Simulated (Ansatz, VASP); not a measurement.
## Cross-check of C (Diamond) between VASP and Ansatz

Aim: how closely do two programs agree when they are given the same cell, functional and k mesh? The cell is taken from a series of runs on this material, whose earlier steps may have relaxed, scaled, displaced or heated it; both programs get it as it stands.

Calculated with Ansatz 0.2.0; plane waves, with VASP 6.6.1 beside it; zone-centre phonons at LDA.

### Step 1. The starting structure

The structure is tetragonal, space group I4_1/amd (No. 141). The conventional cell has a = 2.597 Å, b = 2.597 Å, c = 3.495 Å, α = 90.00°, β = 90.00°, γ = 90.00°. Nearest to C lie 4 C at 1.57 Å.

### Step 2. Ansatz: zone-centre phonons, LDA

Ansatz runs on its PAW soft_1 files.

Second derivatives magnify differences that forces hide, and they need a tight electronic threshold.

The input, input.yaml:

```yaml
crystal:
  lattice:
    - [0.0, 1.8363626171, 1.7472898846]
    - [1.8363626171, 0.0, 1.7472898846]
    - [1.8363626171, 1.8363626171, 0.0]
  atoms:
    - { symbol: C, position: [0.5, 0.5, 0.5] }
    - { symbol: C, position: [0.75, 0.75, 0.75] }
kpoints:
  mp_grid: { grid: [12, 12, 12] }
hamiltonian:
  xc: lda
  pseudopotentials: { kind: paw, azcp: { folder: soft_1 }, xc_functional: pbe }
scf:
  occupations: { method: fixed }
output:
  eigenvalues: true
phonons:
  method: dfpt
  dielectric: true
  rigid_motions: translations
```

Command:

```bash
> ansatz run input.yaml --threads 4 --pin off --max-ram 10240MiB --backend cpu --events-out ev --progress --plain --runs-dir out
```

Numbers of over 12 decimals in the logs are rounded to 6 here.

The log of the run:

```text
Engine: ansatz 0.2.0, aarch64-unknown-linux-gnu
Pseudopotentials: kind: paw
Pseudopotential: C, paw, valence charge 4, recommended cutoff 420 eV (normal), soft_1/C.paw.azcp
Functional definition: SPW92
  exchange = slater_x
  correlation = pw_c
Crystal: 2 atoms, lattice volume = 11.785 Å³
Basis set: ecut = 420 eV, 241 PW (Γ), exchange–correlation on 40×40×40 points (8 copies of the dense FFT grid, shifted against one another)
Bands: 8, of which v1, the nominal top of the filled ones, is band 4 counted from 1 (3 counted from 0)
Symmetry: 16 space group operations
k-points: 868 of 1728 (irreducible under 1 space group operation, time reversal used)
Non-local potential: C, projectors of the file, l = 0: 2, l = 1: 2, l = 2: 1
PAW form: soft (Blöchl's): semilocal exchange-correlation on the pseudo side does not see the compensation charge
PAW frozen core: C, regenerated for the run's functional, and the local potential with it (the file was generated under x = pbe(κ = 0.804, μ = 0.219515), c = pbe(β = 0.066725))
PAW one-centre angular grid: C, 110 points (default); XC on 64 Gauss nodes
Initial density: superposition of atomic densities (chi_scale 0.1, normalization cell)
Initial wavefunctions: pseudopotential atomic-orbital guess
Functional: x = slater, c = lda
SCF iter   1: F=—  HF=-486.467401 eV  |F-HF|=—  |Δ(HF+E_count)|=         —  Δρ=1.30e-1  dr2=1.43e0  ethr=3.10e-3  ⟨swp⟩=3.8  Hψ=39571  notcnv=0  defer=1600
preconditioner: auto → none  [insulator: Δε(μ)=3.549 eV  Ē_g=18.944 eV  n_scr=0 (ndim 8)  ℏωp=30.6 eV  f_vac=0.000  ε∞_Penn≈3.6]
SCF iter   2: F=—  HF=-485.931066 eV  |F-HF|=—  |Δ(HF+E_count)|=   5.36e-1  Δρ=5.03e-2  dr2=1.83e-1  ethr=3.10e-3  ⟨swp⟩=2.8  Hψ=18709  notcnv=0  defer=1541
SCF iter   3: F=—  HF=-485.867011 eV  |F-HF|=—  |Δ(HF+E_count)|=   6.41e-2  Δρ=5.46e-3  dr2=1.07e-3  ethr=2.29e-3  ⟨swp⟩=2.9  Hψ=12173  notcnv=0  defer=1667
SCF iter   4: F=—  HF=-485.867047 eV  |F-HF|=—  |Δ(HF+E_count)|=   3.52e-5  Δρ=1.10e-4  dr2=3.33e-7  ethr=1.33e-5  ⟨swp⟩=2.4  Hψ=9690  notcnv=0  defer=1729
SCF iter   5: F=—  HF=-485.867049 eV  |F-HF|=—  |Δ(HF+E_count)|=   2.54e-6  Δρ=3.97e-5  dr2=4.35e-8  ethr=4.17e-9  ⟨swp⟩=2.1  Hψ=9833  notcnv=0  defer=511
SCF iter   6: F=—  HF=-485.867049 eV  |F-HF|=—  |Δ(HF+E_count)|=   5.03e-9  Δρ=7.09e-6  dr2=1.78e-9  ethr=5.44e-10  ⟨swp⟩=2.0  Hψ=9613  notcnv=0  defer=509
SCF iter   7: F=—  HF=-485.867049 eV  |F-HF|=—  |Δ(HF+E_count)|=  6.25e-10  Δρ=2.29e-6  dr2=1.79e-10  ethr=1.25e-12  ⟨swp⟩=7.6  Hψ=37119  notcnv=0
SCF iter   8: F=-485.867049 eV  HF=-485.867049 eV  |F-HF|=5.68e-13  |Δ(HF+E_count)|=  7.04e-11  Δρ=1.52e-7  dr2=8.16e-13  ethr=1.25e-12  ⟨swp⟩=5.0  Hψ=23888  notcnv=0
SCF 1 converged in 8 iterations: F = -485.867049 eV  dr2 = 8.16e-13
  greatest PAW one-centre occupation: 0.633 electrons in one spin orbital (limit 2), on the C atom at site 1 (counted from 0), in its partial waves of l = 0
NSCF: frozen V_eff on 3 k-points
DFPT response loops at Γ: preconditioner auto → none (the input reference at scf.mixing.eps_inf says where Resta's filter doesn't serve); β = 0.50; Broyden in place of MSR1
── the response to a field inside a basis, on 12×12×12 k-points: an SCF that follows is theirs, and a resumed run solves both again ──
Bands: 5, of which v1, the nominal top of the filled ones, is band 4 counted from 1 (3 counted from 0)
k-points: 468 of 1728 (irreducible under 4 space group operations)
Initial density: handed on by an earlier stage of this run
Initial wavefunctions: pseudopotential atomic-orbital guess (no wavefunctions were taken with the density)
Eigensolver: Dense (468 Hₖ)
SCF iter   1: F=—  HF=-485.870154 eV  |F-HF|=—  |Δ(HF+E_count)|=         —  Δρ=5.58e-4  dr2=4.44e-6  ethr=1.00e-1
preconditioner: auto → none  [insulator: Δε(μ)=3.091 eV  Ē_g=15.430 eV  n_scr=0 (ndim 8)  ℏωp=30.6 eV  f_vac=0.000  ε∞_Penn≈4.9]
SCF iter   2: F=—  HF=-485.870156 eV  |F-HF|=—  |Δ(HF+E_count)|=   1.92e-6  Δρ=2.77e-4  dr2=1.04e-6  ethr=5.55e-8
SCF iter   3: F=-485.870157 eV  HF=-485.870157 eV  |F-HF|=1.31e-9  |Δ(HF+E_count)|=   7.96e-7  Δρ=9.93e-6  dr2=1.55e-9  ethr=1.30e-8
SCF 1 converged in 3 iterations: F = -485.870157 eV  dr2 = 1.55e-9
DFPT response loops at Γ: mixed as the last ones told, above
SCF converged after 8 iterations
Free energy (F): -485.867049 eV
Harris-Foulkes:  -485.867049 eV  (|F-HF|=5.68e-13)
Internal energy: -485.867049 eV  (E = F + TS)
E sigma→0 (E₀):  -485.867049 eV
Fermi energy:    12.880048 eV
--- Per-component energies (eV) ---
  E_band       = 29.973825
  E_kinetic    = 176.958440
  E_local      = -114.720115  (includes V_loc(G=0)·N_el)
  E_nonlocal   = 47.450684
  E_hartree    = 26.673796
  E_xc         = -93.983928
  E_vxc        = -116.337393  (∫ρ·V_xc dr)
  E_paw        = -184.674622  (= ΣΔE_a)
  E_vpaw       = -16.725419  (= ΣTr[D̂ρ^β])
  E_aug_tail   = 0.000033  (compensation charges beyond the density's cutoff)
  E_ewald      = -343.697001
  E_core_change = 0.125665  (= ΣΔE_core)
  E_smearing   = -0.000000  (= −TS)
  E_closure    = 0.000000  (closes the sum)
  Σ components = -485.867049   (vs F -485.867049, Δ=0.00e0)
--- Band table (eV; the first three rows and the last of 868) ---
  k-point 0: bands = ["-8.4134", "12.1887", "12.1887", "12.8800", "17.4801", "18.0734", "18.0734", "25.0095"]
  k-point 1: bands = ["-8.2258", "11.1817", "11.8685", "12.4187", "17.9031", "18.4587", "18.7237", "25.1735"]
  k-point 2: bands = ["-7.6654", "8.7994", "11.1617", "11.7297", "18.7309", "19.2798", "19.8131", "25.6516"]
  k-point 867: bands = ["-2.7736", "-0.5294", "9.3108", "10.1319", "19.9965", "20.4440", "21.7078", "27.4667"]
--- Phonons (Γ-DFPT): 2 representative perturbations + reference, on 868 of 1728 k-points (Σ response iterations 6) ---
  k mesh reduced under 1 symmetry operation, with k and −k counted as one. Each operation leaves every solved perturbation unchanged. A smaller set is not considered because the run solves the response to a homogeneous field
  ASR residual: 6.788e-5 → 0.000e0 eV/Å²; symmetrization residual: 2.377e-7 eV/Å²
  ASR residual per site (eV/Å²): 6.79e-5 6.79e-5
  Γ frequencies (cm⁻¹): 0.00 0.00 0.00 1216.79 1216.79 1255.44
  ε∞ (high-frequency dielectric tensor):
        6.073256     0.000000     0.000000
        0.000000     6.073256    -0.000000
        0.000000    -0.000000     5.530589
  ε⁰ (static dielectric tensor: ions relaxed, cell fixed):
        6.073256     0.000000     0.000000
        0.000000     6.073256    -0.000000
        0.000000    -0.000000     5.530589
  ε⁰ − ε∞ (ionic part):
        0.000000     0.000000     0.000000
        0.000000     0.000000     0.000000
        0.000000     0.000000     0.000000
  softest optical mode at Γ: 1216.79 cm⁻¹; the repairs (sum rule, projections) moved no ω² at Γ by more than (1.25 cm⁻¹)²
  Born effective charges Z* (e; rows j = field, columns β = displacement):
    site 0:
         0.00000    0.00000    0.00000
         0.00000    0.00000    0.00000
         0.00000    0.00000    0.00000
    site 1:
         0.00000    0.00000    0.00000
         0.00000    0.00000    0.00000
         0.00000    0.00000    0.00000
  Z* charge neutrality: 5.124e-4 e pre-enforcement
  solved inside a basis spanned on kpoints, on 12×12×12 k-points, its susceptibility summed on 16×16×16: ε∞ is read to err by 1.6e-2, Z* by 4.4e-3 e (field_mesh: kpoints solves on kpoints)
  optical modes at Γ without the LO–TO term, one row a degenerate level:
      ω (cm⁻¹)  modes    IR ((D/Å)²/amu)
       1216.79      2             0.0000
       1255.44      1             0.0000
  optical modes at Γ + LO–TO along q̂ = [1.0000, 0.0000, 0.0000]:
      ω (cm⁻¹)  modes    IR ((D/Å)²/amu)
       1216.79      2             0.0000
       1255.44      1             0.0000
  optical modes at Γ + LO–TO along q̂ = [0.0000, 1.0000, 0.0000]:
      ω (cm⁻¹)  modes    IR ((D/Å)²/amu)
       1216.79      2             0.0000
       1255.44      1             0.0000
  optical modes at Γ + LO–TO along q̂ = [0.0000, 0.0000, 1.0000]:
      ω (cm⁻¹)  modes    IR ((D/Å)²/amu)
       1216.79      2             0.0000
       1255.44      1             0.0000
```

In the SCF lines HF is the Harris–Foulkes energy and dr2 the Hartree energy of the density residual, in eV; the loop may stop once dr2 is under the threshold and the program's other checks hold. Hψ counts applications of the Hamiltonian.

[end of part 1 of 2]

[Lines on the potential files, build, host, timing and source positions are cut from VASP's logs without a mark.]

[Logs are printed without paths, hosts, clocks, repeated set-up lines and the standing remarks that a program may print on its own settings, such as how far it seeks lower states.]

[Hosts, paths, dates, database ids (printed as entryN), source tags and the programs' standing remarks are cut or masked in the printed files.]
